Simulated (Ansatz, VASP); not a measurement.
## Te2Mo in two plane-wave programs

Wanted: the spread between two codes on one cell, functional and k mesh. Of the first pair: The structure shown is the start of the Ansatz relaxation below; VASP solves that cell, so the two are compared at the walk's first step.

Program: Ansatz 0.2.0. Level of theory: plane waves, with VASP 6.6.1 beside it; single point at LDA and zone-centre phonons at LDA. Results are calculated unless marked as measured.

### 1. Set-up

The structure is hexagonal, space group P-6m2 (No. 187). Conventional cell: a = 3.449 Å, b = 3.449 Å, c = 17.433 Å, α = 90.00°, β = 90.00°, γ = 120.00°. Nearest to Te lie 3 Mo at 2.67 Å. Mo has 6 Te at 2.67 Å nearest. Farther neighbours and most contacts between anions are not listed.

### 2. Ansatz: relaxation, LDA

Ansatz runs on its PAW soft_1 files.

The two programs are compared at the cell with which this relaxation starts, whose forces are those of its first step.

Contents of input.yaml:

```yaml
crystal:
  lattice:
    - [3.4494457587, -2.797e-07, 0.0]
    - [-1.7247226371, 2.9873077958, 0.0]
    - [0.0, 0.0, 17.4325332578]
  atoms:
    - { symbol: Te, position: [0.3333333333, 0.6666666667, 0.8975641679] }
    - { symbol: Te, position: [0.3333333333, 0.6666666667, 0.1024358321] }
    - { symbol: Mo, position: [0.0, 0.0, 0.0] }
kpoints:
  mp_grid: { grid: [9, 9, 2] }
hamiltonian:
  xc: lda
  pseudopotentials: { kind: paw, azcp: { folder: soft_1 }, xc_functional: pbe }
scf:
  occupations: { method: fixed }
output:
  forces: true
  stress: true
  eigenvalues: true
relax:
  adjacent_minimum: "off"
  f_tol: 0.001
  max_steps: 60
  cell: { stress_tol: 0.01, fix: [volume] }
```

On the command line:

```sh
> ansatz run input.yaml --threads 4 --pin off --max-ram 10240MiB --backend cpu --events-out ev --progress --plain --runs-dir out
```

Numbers of over 12 decimals in the logs are rounded to 6 here.

The log of the run:

```text
Engine: ansatz 0.2.0, aarch64-unknown-linux-gnu
Pseudopotentials: kind: paw
Pseudopotential: Te, paw, valence charge 16, recommended cutoff 420 eV (normal), soft_1/Te.paw.azcp
Pseudopotential: Mo, paw, valence charge 14, recommended cutoff 420 eV (normal), soft_1/Mo.paw.azcp
Functional definition: SPW92
  exchange = slater_x
  correlation = pw_c
Crystal: 3 atoms, lattice volume = 179.635 Å³
Basis set: ecut = 420 eV, 3491 PW (Γ)
Bands: 28, of which v1, the nominal top of the filled ones, is band 23 counted from 1 (22 counted from 0)
Symmetry: 12 space group operations
Space group: P-6m2 (ITA 187), of the structure as read, at distance tolerance 5.6e-5 Å
k-points: 24 of 162 (time reversal used)
Non-local potential: Te, projectors of the file, l = 0: 2, l = 1: 2, l = 2: 2, l = 3: 1
Non-local potential: Mo, projectors of the file, l = 0: 3, l = 1: 2, l = 2: 2, l = 3: 1
PAW form: soft (Blöchl's): semilocal exchange-correlation on the pseudo side does not see the compensation charge
PAW frozen core: Te, regenerated for the run's functional, and the local potential with it (the file was generated under x = pbe(κ = 0.804, μ = 0.219515), c = pbe(β = 0.066725))
PAW frozen core: Mo, regenerated for the run's functional, and the local potential with it (the file was generated under x = pbe(κ = 0.804, μ = 0.219515), c = pbe(β = 0.066725))
PAW one-centre angular grid: Te, 590 points (default); XC on 64 Gauss nodes
PAW one-centre angular grid: Mo, 590 points (default); XC on 64 Gauss nodes
Initial density: superposition of atomic densities (neutral atoms: chi_scale 0, normalization atom)
Initial wavefunctions: pseudopotential atomic-orbital guess
Functional: x = slater, c = lda
SCF iter   1: F=—  HF=-18498.884951 eV  |F-HF|=—  |Δ(HF+E_count)|=         —  Δρ=3.11e-2  dr2=2.36e0  ethr=3.10e-3  ⟨swp⟩=5.7  Hψ=2715  notcnv=0  defer=59
preconditioner: auto → Resta (q_TF=auto, 2.174 Å⁻¹)  ε∞=3.2  [insulator: Δε(μ)=1.296 eV  Ē_g=7.954 eV  n_scr=30 (ndim 8)  ℏωp=11.8 eV  f_vac=0.572  ε∞_Penn≈3.2  vacuum switching on, ρ_ref=4.6e-3 e/Å³]
SCF iter   2: F=—  HF=-18498.325827 eV  |F-HF|=—  |Δ(HF+E_count)|=   5.59e-1  Δρ=1.35e-2  dr2=1.22e0  ethr=3.10e-3  ⟨swp⟩=3.0  Hψ=1295  notcnv=0  defer=68
SCF iter   3: F=—  HF=-18498.208209 eV  |F-HF|=—  |Δ(HF+E_count)|=   1.18e-1  Δρ=1.14e-2  dr2=3.94e-1  ethr=2.65e-3  ⟨swp⟩=2.8  Hψ=907  notcnv=0  defer=68
SCF iter   4: F=—  HF=-18498.144261 eV  |F-HF|=—  |Δ(HF+E_count)|=   6.39e-2  Δρ=2.87e-3  dr2=1.24e-2  ethr=8.56e-4  ⟨swp⟩=2.0  Hψ=1001  notcnv=0  defer=70
SCF iter   5: F=—  HF=-18498.141126 eV  |F-HF|=—  |Δ(HF+E_count)|=   3.13e-3  Δρ=4.45e-4  dr2=3.74e-4  ethr=2.68e-5  ⟨swp⟩=3.8  Hψ=1303  notcnv=0  defer=72
SCF iter   6: F=—  HF=-18498.141231 eV  |F-HF|=—  |Δ(HF+E_count)|=   1.05e-4  Δρ=1.09e-4  dr2=5.06e-5  ethr=8.13e-7  ⟨swp⟩=2.7  Hψ=1182  notcnv=0  defer=72
SCF iter   7: F=—  HF=-18498.141170 eV  |F-HF|=—  |Δ(HF+E_count)|=   6.11e-5  Δρ=4.15e-5  dr2=5.98e-6  ethr=1.10e-7  ⟨swp⟩=3.0  Hψ=1221  notcnv=0  defer=72
SCF iter   8: F=—  HF=-18498.141171 eV  |F-HF|=—  |Δ(HF+E_count)|=   9.84e-7  Δρ=1.12e-5  dr2=4.09e-7  ethr=1.30e-8  ⟨swp⟩=2.0  Hψ=853  notcnv=0  defer=72
iter 9 did not close the SCF: its close was put off until two iterations running show no level that it waits for move by more than its bar (scf_convergence_deferred on its scf_iter line)
SCF iter   9: F=-18498.141171 eV  HF=-18498.141171 eV  |F-HF|=5.99e-9  |Δ(HF+E_count)|=   9.69e-8  Δρ=1.97e-6  dr2=1.84e-8  ethr=2.17e-10  ⟨swp⟩=15.6  Hψ=3981  notcnv=0
iter 10 did not close the SCF: its close was put off until two iterations running show no level that it waits for move by more than its bar (scf_convergence_deferred on its scf_iter line)
SCF iter  10: F=-18498.141171 eV  HF=-18498.141171 eV  |F-HF|=1.49e-10  |Δ(HF+E_count)|=   1.00e-8  Δρ=5.04e-7  dr2=4.61e-10  ethr=4.00e-11  ⟨swp⟩=2.6  Hψ=2119  notcnv=0
SCF iter  11: F=-18498.141171 eV  HF=-18498.141171 eV  |F-HF|=2.91e-11  |Δ(HF+E_count)|=  2.04e-10  Δρ=1.30e-7  dr2=3.25e-11  ethr=1.00e-12  ⟨swp⟩=1.0  Hψ=1842  notcnv=0
SCF 1 converged in 11 iterations: F = -18498.141171 eV  dr2 = 3.25e-11
  greatest PAW one-centre occupation: 0.999 electrons in one spin orbital (limit 2), on the Te atom at site 1 (counted from 0), in its partial waves of l = 2
relax step   1: F+E_penalty+E_count = -18498.14117090 eV  Δ(F+E_penalty+E_count) = +0.000e0 eV  max|allowed force component| = 2.366e-1 eV/Å  Δτ_max = 0.0000 Å  P = +0.672 GPa  Ω = 179.635 Å³  fix = [volume]  reactions: volume +0.672 GPa  (11 SCF iters, dr2 threshold 1.00e-7 eV, accepted)
[...]
relax step   4: F+E_penalty+E_count = -18498.14682446 eV  Δ(F+E_penalty+E_count) = -1.259e-4 eV  max|allowed force component| = 4.796e-3 eV/Å  Δτ_max = 0.0006 Å  P = +0.004 GPa  Ω = 179.635 Å³  fix = [volume]  reactions: volume +0.004 GPa  (5 SCF iters, dr2 threshold 3.52e-8 eV, accepted)
[...]
relax step   5: F+E_penalty+E_count = -18498.14683172 eV  Δ(F+E_penalty+E_count) = -7.261e-6 eV  max|allowed force component| = 2.416e-5 eV/Å  Δτ_max = 0.0002 Å  P = +0.002 GPa  Ω = 179.635 Å³  fix = [volume]  reactions: volume +0.002 GPa  (6 SCF iters, dr2 threshold 1.44e-9 eV, accepted)
[...]
relax step   6: F+E_penalty+E_count = -18498.14684750 eV  Δ(F+E_penalty+E_count) = -1.579e-5 eV  max|allowed force component| = 2.933e-5 eV/Å  Δτ_max = 0.0000 Å  P = +0.001 GPa  Ω = 179.635 Å³  fix = [volume]  reactions: volume +0.001 GPa  stress off target by 1.54e-3 GPa on what of the cell is left free  SCF on the basis re-selected at this cell (its energy is not comparable with the rows above)  (8 SCF iters)
basis re-selected at this cell: Δ(F+E_penalty+E_count) = -1.579e-5 eV, ΔP = -0.000 GPa vs the last step (what re-selecting the basis moved, of the pressure what is left beyond the Pulay correction that the steps carried, after the strain that the cell walked since its last selection, with what the two solves' SCF thresholds leave and, on support functions, any second-order correction that the steps lacked; it is no m [...]
SCF converged after 8 iterations
Free energy (F): -18498.146848 eV
Harris-Foulkes:  -18498.146848 eV  (|F-HF|=3.64e-12)
Internal energy: -18498.146848 eV  (E = F + TS)
E sigma→0 (E₀):  -18498.146848 eV
Fermi energy:    2.004683 eV
--- Per-component energies (eV) ---
  E_band       = -1042.230213
  E_kinetic    = 772.956874
  E_local      = -28401.314978  (includes V_loc(G=0)·N_el)
  E_nonlocal   = 299.271789
  E_hartree    = 13838.180914
  E_xc         = -420.057409
  E_vxc        = -425.654154  (∫ρ·V_xc dr)
  E_paw        = -12139.974243  (= ΣΔE_a)
  E_vpaw       = -963.851840  (= ΣTr[D̂ρ^β])
  E_aug_tail   = 0.000198  (compensation charges beyond the density's cutoff)
  E_ewald      = 7550.959907
  E_core_change = 1.830100  (= ΣΔE_core)
  E_smearing   = -0.000000  (= −TS)
  E_closure    = 0.000000  (closes the sum)
  Σ components = -18498.146848   (vs F -18498.146848, Δ=0.00e0)
--- Forces (eV/Å), atoms counted from 1 ---
  atom   1  Te     0.00000000     0.00000000     0.00002933
  atom   2  Te     0.00000000     0.00000000    -0.00002933
  atom   3  Mo    -0.00000000    -0.00000000    -0.00000000
  max |Σ_I F_I| component: 2.78e-17 eV/Å
--- Stress (GPa, compression-positive) ---
        0.002037      -0.000000       0.000000
        0.000000       0.002037       0.000000
        0.000000       0.000000      -0.000272
  P = ⅓ Tr σ = 0.0013 GPa (0.013 kbar)
--- Band table (eV; the first three rows and the last of 24) ---
  k-point 0: bands = [... 19 lower, 0.3599, 1.1855, 1.1855, 1.4158, 5.3627, 5.3627, 5.6710, 5.6710, ... 1 higher]
  k-point 1: bands = [... 19 lower, 0.3599, 1.1855, 1.1855, 1.4158, 5.3627, 5.3627, 5.6710, 5.6710, ... 1 higher]
  k-point 2: bands = [... 19 lower, 0.5132, 0.9552, 1.2805, 1.4125, 4.6999, 4.7092, 5.2870, 5.5007, ... 1 higher]
  k-point 23: bands = [... 19 lower, -1.0594, -0.9180, 0.2352, 2.0047, 3.2445, 3.8856, 4.7586, 6.3846, ... 1 higher]
--- Relaxed structure (5 steps of the walk, 4 accepted, 1 SCFs on fresh bases) ---
  F+E_penalty+E_count = -18498.14684750 eV   max|allowed force component| = 2.933e-5 eV/Å   (the final SCF, on the basis selected at the relaxed cell)
  cell:  # Å, volume = 179.6345 Å³
    - [3.466759, -2.8111698097726376e-7, 3.187529992441471e-19]
    - [-1.733379, 3.002301, -1.593764772375226e-19]
    - [1.6108884293625446e-18, 0, 17.258854]
  atoms:
    - { symbol: Te, position: [0.333333, 0.666667, 0.896008] }
    - { symbol: Te, position: [0.333333, 0.666667, 0.103992] }
    - { symbol: Mo, position: [0, -2.878355989888598e-17, -1.3475406427237672e-19] }
```

In the SCF lines HF is the Harris–Foulkes energy and dr2 the Hartree energy of the density residual, in eV; the loop may stop once dr2 is under the threshold and the program's other checks hold. Hψ counts applications of the Hamiltonian.

### 3. VASP: single point, LDA, start cell, pair 1

The same cell, functional (in two slightly different forms) and mesh now go to VASP, with its own data sets.

Lines of VASP's logs that name or quote its potential files are left out, and so is its time.

Contents of INCAR:

```
SYSTEM = Te2Mo
PREC = Accurate
ENCUT = 400
EDIFF = 1E-06
NELM = 120
ISMEAR = 0
SIGMA = 0.01
LREAL = .FALSE.
ALGO = Normal
GGA = CA
NBANDS = 19
LASPH = .TRUE.
LORBIT = 11
LWAVE = .FALSE.
LCHARG = .FALSE.
ISIF = 2
GGA_COMPAT = .FALSE.
EFERMI = MIDGAP
KPAR = 2
```

Contents of POSCAR:

```
Te2Mo
1.0
    3.4494460000      0.0000000000      0.0000000000
   -1.7247230000      2.9873080000      0.0000000000
    0.0000000000      0.0000000000     17.4325330000
Te Mo
2 1
Direct
    0.3333332218      0.6666664435      0.8975641692
    0.3333332218      0.6666664435      0.1024358308
    0.0000000000      0.0000000000      0.0000000000
```

Contents of KPOINTS:

```
Automatic mesh
0
Gamma
9 9 2
0 0 0
```

PAW data sets: Te and Mo_sv (LDA family, release 64).

On the command line:

```sh
> mpirun -np 2 vasp_std
```

The log of the run:

```text
[banner, memory and clock lines left out]
running    2 mpi-ranks, on    1 nodes
 distrk:  each k-point on    1 cores,    2 groups
 distr:  one band on    1 cores,    1 groups

 POSCAR found type information on POSCAR TeMo
 POSCAR found :  2 types and       3 ions
 LDA part: xc-table for (Slater(with rela. corr.)+CA(PZ))
 , standard interpolation
 POSCAR, INCAR and KPOINTS ok, starting setup
 FFT: planning ... GRIDC
 FFT: planning ... GRID_SOFT
 FFT: planning ... GRID
 WAVECAR not read
 entering main loop
       N       E                     dE             d eps       ncg     rms          rms(c)
DAV:   1     0.125197556295E+03    0.12520E+03   -0.10391E+04  1224   0.912E+02
DAV:   2    -0.137089518024E+02   -0.13891E+03   -0.13527E+03  1224   0.221E+02
DAV:   3    -0.209844254341E+02   -0.72755E+01   -0.72184E+01  1187   0.442E+01
DAV:   4    -0.211619165769E+02   -0.17749E+00   -0.17735E+00  1321   0.691E+00
DAV:   5    -0.211635788259E+02   -0.16622E-02   -0.16622E-02  1132   0.719E-01    0.173E+01
DAV:   6    -0.206828061148E+02    0.48077E+00   -0.30912E+00   990   0.115E+01    0.627E+00
DAV:   7    -0.206418625698E+02    0.40944E-01   -0.28891E+00   989   0.869E+00    0.441E+00
DAV:   8    -0.204646141018E+02    0.17725E+00   -0.88823E-01   983   0.543E+00    0.136E+00
DAV:   9    -0.204656167963E+02   -0.10027E-02   -0.60525E-02  1123   0.132E+00    0.786E-01
DAV:  10    -0.204617059212E+02    0.39109E-02   -0.25379E-02  1038   0.105E+00    0.125E-01
DAV:  11    -0.204619148265E+02   -0.20891E-03   -0.94423E-04  1002   0.205E-01    0.760E-02
DAV:  12    -0.204620309533E+02   -0.11613E-03   -0.15688E-04  1056   0.607E-02    0.470E-02
DAV:  13    -0.204622344123E+02   -0.20346E-03   -0.51430E-04   948   0.110E-01    0.458E-02
DAV:  14    -0.204622661686E+02   -0.31756E-04   -0.12929E-05  1165   0.211E-02    0.365E-02
DAV:  15    -0.204623645107E+02   -0.98342E-04   -0.60986E-05   964   0.402E-02    0.865E-03
DAV:  16    -0.204623965571E+02   -0.32046E-04   -0.79319E-06  1009   0.125E-02    0.495E-03
DAV:  17    -0.204624581645E+02   -0.61607E-04   -0.40919E-06   911   0.602E-03    0.640E-03
DAV:  18    -0.204625088344E+02   -0.50670E-04   -0.31855E-06   915   0.771E-03    0.784E-03
DAV:  19    -0.204625177568E+02   -0.89224E-05   -0.40360E-07   785   0.382E-03    0.240E-03
DAV:  20    -0.204625260700E+02   -0.83132E-05   -0.46790E-07   779   0.262E-03    0.139E-03
DAV:  21    -0.204625266967E+02   -0.62673E-06   -0.24184E-08   619   0.711E-04
   1 F= -.20462527E+02 E0= -.20462527E+02  d E =0.000000E+00
```

From OUTCAR (step 3):

```text
ion  position               nearest neighbor table
   1  0.333  0.667  0.898-   3 2.67   3 2.67   3 2.67   2 3.57
   2  0.333  0.667  0.102-   3 2.67   3 2.67   3 2.67   1 3.57
   3  0.000  0.000  0.000-   1 2.67   2 2.67   1 2.67   2 2.67   1 2.67   2 2.67

  LATTYP: Found a hexagonal cell.
 ALAT       =     3.4494460000
 C/A-ratio  =     5.0537196408

 Subroutine GETGRP returns: Found 12 space group operations
 (whereof 12 operations were pure point group operations)

The static configuration has the point symmetry D_3h.

 Found     24 irreducible k-points:

   k-points           NKPTS =     24   k-points in BZ     NKDIM =     24   number of bands    NBANDS=     19

   dimension x,y,z NGX =    24 NGY =   24 NGZ =  120
   dimension x,y,z NGXF=    48 NGYF=   48 NGZF=  240

   ENCUT  =  400.0 eV  29.40 Ry    5.42 a.u.   5.63  5.63 28.43*2*pi/ulx,y,z

   NELECT =      26.0000    total number of electrons

 k-points in reciprocal lattice and weights: Automatic mesh
   0.00000000  0.00000000  0.00000000       0.006
   0.11111111 -0.00000000  0.00000000       0.037
   0.22222222  0.00000000  0.00000000       0.037
   0.33333333  0.00000000  0.00000000       0.037
   0.44444444  0.00000000  0.00000000       0.037
   0.11111111  0.11111111  0.00000000       0.037
   0.22222222  0.11111111  0.00000000       0.074
   0.33333333  0.11111111  0.00000000       0.074
   0.44444444  0.11111111  0.00000000       0.037
[...]
0.33333333  0.22222222  0.50000000       0.074
   0.33333333  0.33333333  0.50000000       0.012

 average (electrostatic) potential at core
       1 -94.5243       2 -94.5243       3 -81.0067

 E-fermi :   0.8786

 k-point     1 :       0.0000    0.0000    0.0000
  band No.  band energies     occupation
    ...
      9      -1.4305      2.00000
     10      -1.4305      2.00000
     11      -0.5808      2.00000
     12      -0.5807      2.00000
     13      -0.3535      2.00000
     14       3.6993      0.00000
     15       3.6993      0.00000
     16       4.0355      0.00000
     17       4.0355      0.00000
     18       4.6028      0.00000
    ...

 k-point     2 :       0.1111   -0.0000    0.0000
  band No.  band energies     occupation
    ...
      9      -1.8138      2.00000
     10      -1.2720      2.00000
     11      -0.8147      2.00000
     12      -0.4635      2.00000
     13      -0.3545      2.00000
     14       3.0269      0.00000
     15       3.0467      0.00000
     16       3.6345      0.00000
     17       3.8416      0.00000
     18       4.8695      0.00000
    ...

 k-point     3 :       0.2222    0.0000    0.0000
  band No.  band energies     occupation
    ...
      9      -2.6230      2.00000
     10      -1.3198      2.00000
     11      -0.8437      2.00000
     12      -0.7419      2.00000
     13      -0.5330      2.00000
     14       1.9540      0.00000
     15       2.6128      0.00000
     16       2.8615      0.00000
     17       4.0835      0.00000
     18       5.3841      0.00000
    ...

  Total        0.7473548      0.7473548      0.9785288     -0.0000000      0.0000000     -0.0000000
  in kB        6.6657272      6.6657278      8.7275905     -0.0000000      0.0000000     -0.0000000
  external PRESSURE =       7.3530152 kB  Pullay stress =       0.0000000 kB

  energy-cutoff  :      400.00
  volume of cell :      179.63
      direct lattice vectors                 reciprocal lattice vectors
     3.449446000  0.000000000  0.000000000     0.289901625  0.167374774  0.000000000
    -1.724723000  2.987308000  0.000000000     0.000000000  0.334749547  0.000000000
     0.000000000  0.000000000 17.432533000     0.000000000  0.000000000  0.057364010

 POSITION                                       TOTAL-FORCE (eV/Angst)
 -----------------------------------------------------------------------------------
      0.00000      1.99154     15.64682         0.000000      0.000000     -0.298452
      0.00000      1.99154      1.78572         0.000000     -0.000000      0.298452
      0.00000      0.00000      0.00000        -0.000000      0.000000      0.000000
 -----------------------------------------------------------------------------------
    total drift:                                0.000000      0.000360      0.000000

  FREE ENERGIE OF THE ION-ELECTRON SYSTEM (eV)
  ---------------------------------------------------
  free  energy   TOTEN  =       -20.4625266967 eV

  energy  without entropy=      -20.4625266967  energy(sigma->0) =      -20.46252670

 total charge
# of ion       s       p       d       tot
------------------------------------------
    1        1.390   2.014   0.073   3.477
    2        1.390   2.014   0.073   3.477
    3        2.268   6.165   4.074  12.506
--------------------------------------------------
tot          5.047  10.193   4.219  19.460

[... 3 further parts left out ...]
```

This run has no spin polarisation, so a moment on Mo, if there is one, isn't seen.

### 4. Side by side

Known differences besides the potentials themselves: the two LDA forms differ slightly; fixed occupations in Ansatz, narrow Gaussian smearing in VASP; the data sets hold 46 valence electrons in Ansatz (on its PAW soft_1 files) and 26 in VASP; the cutoff is 420 eV in Ansatz and 400 eV in VASP; VASP's log shows a relativistic correction to its local exchange, Ansatz's none. Total energies have different zeros and are not compared.

Forces (eV/Å; atoms numbered as in POSCAR):

```tsv
atom	Ansatz x, y, z	VASP x, y, z
Te1	0.000, 0.000, -0.237	0.000, 0.000, -0.298
Te2	0.000, 0.000, 0.237	0.000, 0.000, 0.298
Mo3	0.000, 0.000, 0.000	0.000, 0.000, 0.000
```

The forces differ by 29 meV/Å r.m.s., which is 20.7 % of the r.m.s. force of 0.141 eV/Å (both taken over all components).

### 5. Other set-ups

Further runs change the set-up of one program: Ansatz's method, potentials or start, or VASP's data sets, cutoff or form of LDA. The table gives that difference for each run.

```tsv
run	r.m.s. force difference (meV/Å)
as above	29
VASP with a cutoff of 500 eV (perhaps on Ansatz's relaxed cell)	28
```

### 6. Ansatz: relaxation, LDA

The two programs are compared at the cell with which this relaxation starts, whose forces are those of its first step. The cell compared in this pair holds 185.11 Å³, against 179.63 Å³ for the pair before.

The structure compared here is the start of the Ansatz relaxation; VASP solves that cell, so the two are compared at the walk's first step.

input.yaml, the sections that differ from step 2:

```yaml
crystal:
  lattice:
    - [3.4841158783, -2.825e-07, 0.0]
    - [-1.7420576945, 3.0173330016, 0.0]
    - [0.0, 0.0, 17.6077463373]
  atoms:
    - { symbol: Te, position: [0.3333333333, 0.6666666667, 0.8975641679] }
    - { symbol: Te, position: [0.3333333333, 0.6666666667, 0.1024358321] }
    - { symbol: Mo, position: [0.0, 0.0, 0.0] }
output:
  forces: true
  stress: true
  eigenvalues: true
  write_density: true
  write_potential: true
  elf: true
  volumetric_format: npy
# kpoints, hamiltonian, scf, relax: as in step 2
```

On the command line:

```sh
> ansatz run input.yaml --threads 4 --pin off --max-ram 10240MiB --backend cpu --events-out ev --progress --plain --runs-dir out
```

The log of the run:

```text
[...]
Crystal: 3 atoms, lattice volume = 185.106 Å³
Basis set: ecut = 420 eV, 3605 PW (Γ)
Bands: 28, of which v1, the nominal top of the filled ones, is band 23 counted from 1 (22 counted from 0)
Symmetry: 12 space group operations
[...]
k-points: 24 of 162 (time reversal used)
[...]
--- Relaxed structure (6 steps of the walk, 5 accepted, 1 SCFs on fresh bases) ---
[...]
cell:  # Å, volume = 185.1056 Å³
    - [3.466916, -2.811041776825263e-7, 0.0]
    - [-1.733458, 3.002438, 0.0]
    - [0.0, 0.0, 17.782885]
  atoms:
    - { symbol: Te, position: [0.333333, 0.666667, 0.899076] }
    - { symbol: Te, position: [0.333333, 0.666667, 0.100924] }
    - { symbol: Mo, position: [0, -2.8783559898885975e-17, 0.0] }
[key lines of the parts left out:]
SCF converged after 8 iterations
Free energy (F): -18498.146836 eV
Fermi energy:    1.793738 eV
P = ⅓ Tr σ = -0.0007 GPa (-0.007 kbar)
```

(Continued in part 2 of 2.)

[Lines on the potential files, build, host, timing and source positions are cut from VASP's logs without a mark.]

[Logs are printed without paths, hosts, clocks, repeated set-up lines and the standing remarks that a program may print on its own settings, such as how far it seeks lower states.]

[Hosts, paths, dates, database ids (printed as entryN), source tags and the programs' standing remarks are cut or masked in the printed files.]

[Rows of further runs with another cutoff or data set may stand on the cell that Ansatz relaxed, not on the start cell of the pair above them.]
